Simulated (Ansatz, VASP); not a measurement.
# Cross-check of HfC between VASP and Ansatz, part 2 of 2

Wanted: the spread between two codes on one cell, functional and k mesh. The cell is generated by rule, not measured, and may not be a known phase. Of the first pair: The two relaxations start from unlike cells of this crystal (the structure described is Ansatz's start), so only their ends are compared.

VASP 6.6.1 and Ansatz 0.2.0.

So far: The structure; VASP: relaxation of cell and atoms, PBEsol, pair 1; Ansatz: relaxation of cell and atoms, PBEsol, pair 1; Differences; Ansatz: relaxation of cell and atoms, PBEsol, pair 2.

### Step 6. VASP: relaxation of cell and atoms, PBEsol, pair 2

Level of this step: PBEsol; plane waves and PAW (Hf_pv, C); invented cell (VASP).

The same cell, functional, mesh and smearing now go to VASP, with its own data sets.

Contents of INCAR:

```
SYSTEM = HfC
PREC = Accurate
ENCUT = 600
EDIFF = 1E-07
NELM = 120
ISMEAR = 0
SIGMA = 0.01
LREAL = .FALSE.
ALGO = Normal
GGA = PS
NBANDS = 13
LASPH = .TRUE.
LORBIT = 11
LWAVE = .FALSE.
LCHARG = .FALSE.
ISIF = 3
IBRION = 2
NSW = 80
EDIFFG = -0.005
GGA_COMPAT = .FALSE.
NELMIN = 4
EFERMI = MIDGAP
KPAR = 2
```

Contents of POSCAR:

```
HfC
1.0
    0.0000000000      2.4971580000      2.4971580000
    2.4971580000      0.0000000000      2.4971580000
    2.4971580000      2.4971580000      0.0000000000
Hf C
1 1
Direct
    0.0000000000      0.0000000000      0.0000000000
    0.2500000000      0.2500000000      0.2500000000
```

Contents of KPOINTS:

```
Automatic mesh
0
Gamma
10 10 10
0 0 0
```

Potentials, in the order of the species: Hf_pv and C (PBE family, release 64).

Command:

```console
$ mpirun -np 2 vasp_std
```

Numbers of over 12 decimals in the logs are rounded to 6 here.

Output:

```text
[banner, memory and clock lines left out]
running    2 mpi-ranks, on    1 nodes
[...]
[... a notice as in an earlier step ...]

 LDA part: xc-table for (Slater+PW92), standard interpolation
 POSCAR, INCAR and KPOINTS ok, starting setup
[...]
entering main loop
       N       E                     dE             d eps       ncg     rms          rms(c)
DAV:   1     0.310490530840E+02    0.31049E+02   -0.80585E+03  1222   0.113E+03
DAV:   2    -0.225499034524E+02   -0.53599E+02   -0.50370E+02  1612   0.220E+02
DAV:   3    -0.248396661573E+02   -0.22898E+01   -0.22784E+01  1577   0.338E+01
DAV:   4    -0.248588988437E+02   -0.19233E-01   -0.19230E-01  1375   0.378E+00
[...]
DAV:  12    -0.207142157410E+02    0.80950E-06   -0.40168E-06  1417   0.168E-02    0.450E-02
DAV:  13    -0.207142153791E+02    0.36194E-06   -0.33991E-07  1447   0.488E-03    0.272E-03
DAV:  14    -0.207142154010E+02   -0.21915E-07   -0.70472E-09   641   0.768E-04
   1 F= -.20714215E+02 E0= -.20714215E+02  d E =-.207142E+02
[...]
N       E                     dE             d eps       ncg     rms          rms(c)
DAV:   1    -0.207142565701E+02   -0.41191E-04   -0.10592E-03  1282   0.273E-01    0.854E-02
DAV:   2    -0.207142243652E+02    0.32205E-04   -0.51756E-05  1252   0.597E-02    0.391E-02
DAV:   3    -0.207142137805E+02    0.10585E-04   -0.29780E-05  1362   0.422E-02    0.271E-02
DAV:   4    -0.207142138524E+02   -0.71838E-07   -0.66274E-07  1477   0.688E-03
   2 F= -.20714214E+02 E0= -.20714214E+02  d E =0.154865E-05
 trial-energy change:    0.000002  1 .order    0.000002   -0.000013    0.000018
 step:   0.4630(harm=  0.4222)  dis= 0.00000  next Energy=   -20.714218 (dE=-0.309E-05)
[...]
N       E                     dE             d eps       ncg     rms          rms(c)
DAV:   1    -0.207142306319E+02   -0.16851E-04   -0.29592E-04  1282   0.145E-01    0.437E-02
DAV:   2    -0.207142218774E+02    0.87545E-05   -0.14472E-05  1262   0.314E-02    0.196E-02
DAV:   3    -0.207142188676E+02    0.30098E-05   -0.79616E-06  1362   0.218E-02    0.134E-02
DAV:   4    -0.207142188446E+02    0.23036E-07   -0.17802E-07  1350   0.355E-03
   3 F= -.20714219E+02 E0= -.20714219E+02  d E =-.344357E-05
[...]
reached required accuracy - stopping structural energy minimisation
```

From OUTCAR (step 6):

```text
  Total        0.0004451      0.0004451      0.0004451     -0.0000000      0.0000000     -0.0000000
  in kB        0.0229080      0.0229080      0.0229080     -0.0000000      0.0000000     -0.0000000
  external PRESSURE =       0.0229080 kB  Pullay stress =       0.0000000 kB

 POSITION                                       TOTAL-FORCE (eV/Angst)
 -----------------------------------------------------------------------------------
      0.00000      0.00000      0.00000         0.000000      0.000000      0.000000
      1.24839      1.24839      1.24839        -0.000000     -0.000000     -0.000000
 -----------------------------------------------------------------------------------
    total drift:                               -0.000000     -0.000000     -0.000000

  FREE ENERGIE OF THE ION-ELECTRON SYSTEM (eV)
  ---------------------------------------------------
  free  energy   TOTEN  =       -20.7142188446 eV

  energy  without entropy=      -20.7142188446  energy(sigma->0) =      -20.71421884

[... 1 part as in an earlier step ...]

[... 3 further parts left out ...]
[key lines of the parts left out:]
E-fermi :   3.8423
```

### Step 7. Comparison

What differs besides the data sets and the points named for the pairs above, as far as they apply: the data sets hold 30 valence electrons in Ansatz (on its default PAW (the set named soft_2) files) and 14 in VASP. Total energies have different zeros and are not compared.

The two programs side by side:

```csv
quantity,Ansatz,VASP,difference
volume (Å³),31.18,31.13,+0.15 %
"edge a after relaxation, in the typed setting (Å)",3.533,3.531,+0.05 %
```

### Step 8. VASP: relaxation of cell and atoms, PBEsol, pair 3

The relaxed volume is the usual yardstick between codes: in a stiff, nearly cubic crystal its relative difference is about their pressure difference at one cell divided by the bulk modulus.

INCAR is that of step 6.

Contents of POSCAR:

```
HfC
1.0
    0.0000000000      2.4980730000      2.4980730000
    2.4980730000      0.0000000000      2.4980730000
    2.4980730000      2.4980730000      0.0000000000
Hf C
1 1
Direct
    0.0000000000      0.0000000000      0.0000000000
    0.2500000000      0.2500000000      0.2500000000
```

Contents of KPOINTS:

```
Automatic mesh
0
Gamma
12 12 12
0 0 0
```

Command:

```console
$ mpirun -np 2 vasp_std
```

Output:

```text
[... set-up lines as in an earlier step ...]
 entering main loop
       N       E                     dE             d eps       ncg     rms          rms(c)
DAV:   1     0.308221971800E+02    0.30822E+02   -0.80775E+03  1872   0.112E+03
DAV:   2    -0.225627020203E+02   -0.53385E+02   -0.49852E+02  2502   0.219E+02
DAV:   3    -0.248405934520E+02   -0.22779E+01   -0.22659E+01  2362   0.338E+01
DAV:   4    -0.248587119861E+02   -0.18119E-01   -0.18115E-01  2131   0.370E+00
[...]
DAV:  12    -0.207140128041E+02    0.92564E-06   -0.40819E-06  2175   0.169E-02    0.454E-02
DAV:  13    -0.207140124492E+02    0.35493E-06   -0.34602E-07  2222   0.497E-03    0.283E-03
DAV:  14    -0.207140124720E+02   -0.22794E-07   -0.72518E-09  1036   0.784E-04
   1 F= -.20714012E+02 E0= -.20714012E+02  d E =-.207140E+02
[...]
N       E                     dE             d eps       ncg     rms          rms(c)
DAV:   1    -0.207144816019E+02   -0.46915E-03   -0.12122E-02  1957   0.924E-01    0.291E-01
[...]
DAV:   7    -0.207139903460E+02    0.11682E-06   -0.26444E-08  1006   0.134E-03    0.167E-03
DAV:   8    -0.207139902553E+02    0.90712E-07   -0.22679E-08   981   0.141E-03
   2 F= -.20713990E+02 E0= -.20713990E+02  d E =0.222167E-04
 trial-energy change:    0.000022  1 .order    0.000025   -0.000148    0.000199
 step:   0.4403(harm=  0.4272)  dis= 0.00000  next Energy=   -20.714045 (dE=-0.330E-04)
[...]
N       E                     dE             d eps       ncg     rms          rms(c)
DAV:   1    -0.207142014993E+02   -0.21115E-03   -0.37915E-03  1957   0.517E-01    0.163E-01
DAV:   2    -0.207140858192E+02    0.11568E-03   -0.18583E-04  1922   0.113E-01    0.747E-02
DAV:   3    -0.207140468698E+02    0.38949E-04   -0.10688E-04  2062   0.799E-02    0.516E-02
DAV:   4    -0.207140469093E+02   -0.39591E-07   -0.23860E-06  2320   0.131E-02    0.477E-02
DAV:   5    -0.207140456928E+02    0.12165E-05   -0.96258E-07  2492   0.609E-03    0.723E-03
DAV:   6    -0.207140455010E+02    0.19178E-06   -0.83762E-08  1523   0.246E-03    0.325E-03
DAV:   7    -0.207140455577E+02   -0.56699E-07   -0.21133E-08   961   0.115E-03
   3 F= -.20714046E+02 E0= -.20714046E+02  d E =-.330857E-04
[...]
reached required accuracy - stopping structural energy minimisation
```

Parts of OUTCAR (step 8):

```text
  Total        0.0015445      0.0015445      0.0015445      0.0000000      0.0000000      0.0000000
  in kB        0.0794828      0.0794828      0.0794828      0.0000000      0.0000000      0.0000000
  external PRESSURE =       0.0794828 kB  Pullay stress =       0.0000000 kB

 POSITION                                       TOTAL-FORCE (eV/Angst)
 -----------------------------------------------------------------------------------
      0.00000      0.00000     -0.00000         0.000000      0.000000      0.000000
      1.24844      1.24844      1.24844        -0.000000     -0.000000     -0.000000
 -----------------------------------------------------------------------------------
    total drift:                               -0.000000     -0.000000     -0.000000

  FREE ENERGIE OF THE ION-ELECTRON SYSTEM (eV)
  ---------------------------------------------------
  free  energy   TOTEN  =       -20.7140455577 eV

  energy  without entropy=      -20.7140455577  energy(sigma->0) =      -20.71404556

[... 1 part as in an earlier step ...]

[... 3 further parts left out ...]
[key lines of the parts left out:]
E-fermi :   3.8351
```

### Step 9. Ansatz: relaxation of cell and atoms, PBEsol, pair 3

The same cell, functional, mesh and smearing now go to Ansatz, which takes its cutoff from its data sets.

The cell is taken from a series of runs on this material, whose earlier steps may have relaxed, scaled, displaced or heated it; both programs get it as it stands.

Contents of input.yaml:

```yaml
crystal:
  lattice:
    - [0.0, 2.4980729521, 2.4980729521]
    - [2.4980729521, 0.0, 2.4980729521]
    - [2.4980729521, 2.4980729521, 0.0]
  atoms:
    - { symbol: Hf, position: [0.0, 0.0, 0.0] }
    - { symbol: C, position: [0.25, 0.25, 0.25] }
kpoints:
  mp_grid: { grid: [12, 12, 12] }
hamiltonian:
  xc: pbesol
scf:
  occupations: { method: gaussian, width: 0.01 }
output:
  forces: true
  stress: true
  eigenvalues: true
relax:
  adjacent_minimum: "off"
  f_tol: 0.001
  max_steps: 60
  cell: { stress_tol: 0.01 }
```

Command:

```console
$ ansatz run input.yaml --threads 4 --pin off --max-ram 7168MiB --backend cpu --events-out ev --progress --plain --runs-dir out
```

Output:

```text
[...]
Crystal: 2 atoms, lattice volume = 31.178 Å³
Basis set: ecut = 420 eV, 609 PW (Γ), exchange–correlation on 48×48×48 points (8 copies of the dense FFT grid, shifted against one another)
Bands: 19, of which v1, the nominal top of the filled ones, is band 15 counted from 1 (14 counted from 0)
Symmetry: 24 space group operations
[...]
k-points: 72 of 1728 (time reversal used)
[...]
k-point 71: bands = [... 11 lower, 6.8287, 12.1731, 13.0980, 15.1377, 15.3226, 18.6849, 20.2732, 21.6646]
--- Relaxed structure (2 steps of the walk, 2 accepted, 1 SCFs on fresh bases) ---
[...]
cell:  # Å, volume = 31.1732 Å³
    - [0, 2.497950, 2.497950]
    - [2.497950, 0, 2.497950]
    - [2.497950, 2.497950, 0]
  atoms:
    - { symbol: Hf, position: [0, 0, 0] }
    - { symbol: C, position: [0.25, 0.25, 0.25] }
[key lines of the parts left out:]
SCF converged after 10 iterations
Free energy (F): -15845.243785 eV
Fermi energy:    15.230142 eV
P = ⅓ Tr σ = 0.0053 GPa (0.053 kbar)
```

### Step 10. Side by side

What differs besides the data sets and the points named for the pairs above, as far as they apply: the data sets hold 30 valence electrons in Ansatz (on its default PAW (the set named soft_2) files) and 14 in VASP. Total energies have different zeros and are not compared.

Both answers:

```csv
quantity,Ansatz,VASP,difference
volume (Å³),31.17,31.13,+0.13 %
"edge a after relaxation, in the typed setting (Å)",3.533,3.531,+0.04 %
```

### Step 11. Results

```json
{
 "difference in volume (relaxation of cell and atoms, PBEsol, pair 1)": "0.083 %",
 "difference in volume (relaxation of cell and atoms, PBEsol, pair 2)": "0.15 %",
 "difference in volume (relaxation of cell and atoms, PBEsol, pair 3)": "0.13 %"
}
```

In words: The difference in volume is 0.15 % (relaxation of cell and atoms, PBEsol, pair 2), within the 1.2 % picked in this series as the mark of a large difference, as far as the stopping tolerances let one tell. The data sets hold unlike numbers of valence electrons (30 in Ansatz and 14 in VASP), so part of the differences comes from the potentials. 1 further run of this series is not shown here. Such differences can come from data sets, numerical settings and the points named under the comparisons, not from the functional's error against experiment.

[Lines on the potential files, build, host, timing and source positions are cut from VASP's logs without a mark.]

[Logs are printed without paths, hosts, clocks, repeated set-up lines and the standing remarks that a program may print on its own settings, such as how far it seeks lower states.]

[Hosts, paths, dates, database ids (printed as entryN), source tags and the programs' standing remarks are cut or masked in the printed files.]
